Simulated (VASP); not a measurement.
```
BaF2
1.0
    0.00000     3.12703     3.12703
    3.12703     0.00000     3.12703
    3.12703     3.12703     0.00000
Ba F
1 2
Direct
  0.00000   0.00000   0.00000
  0.25000   0.25000   0.25000
  0.75000   0.75000   0.75000
```

Computed with PBE GGA with D3 dispersion (zero damping), VASP's PBE PAW potentials (set 64) (plane waves; VASP 6.6.1). Numerical set-up: 520 eV cut-off, Gaussian smearing of 0.050 eV, potentials Ba_sv F.

Unless said otherwise, spin-orbit coupling is left out, though it shifts the bands of the heavy elements here.

Give the energies of bands 7 to 15 at the high-symmetry points, in eV from the valence-band maximum.

| band | Γ | X | U | L | W |
|---|---|---|---|---|---|
| 7 | -1.42 | -1.46 | -1.23 | -1.03 | -1.17 |
| 8 | -1.42 | -0.35 | -0.55 | -1.03 | -0.62 |
| 9 | -1.42 | -0.35 | -0.50 | -0.64 | -0.35 |
| 10 | -0.07 | -0.33 | -0.36 | -0.35 | -0.35 |
| 11 | -0.07 | -0.33 | -0.17 | -0.17 | -0.28 |
| 12 | -0.07 | -0.11 | -0.16 | -0.17 | -0.16 |
| 13 | 6.64 | 7.19 | 7.48 | 8.94 | 7.50 |
| 14 | 9.08 | 8.86 | 9.21 | 9.06 | 9.66 |
| 15 | 9.08 | 10.50 | 9.79 | 9.06 | 9.71 |

The gap is indirect, 6.64 eV, from the valence maximum at K-Γ at 0.43 to the conduction minimum at Γ.

Measured: gap 10.50 eV (computed value off by -3.86 eV), as given by Andrés Aguado et al., Journal of the Physical Society of Japan (1999), arXiv:cond-mat/9901145.

The compound is BaF2 in the fluorite structure. It was relaxed first.
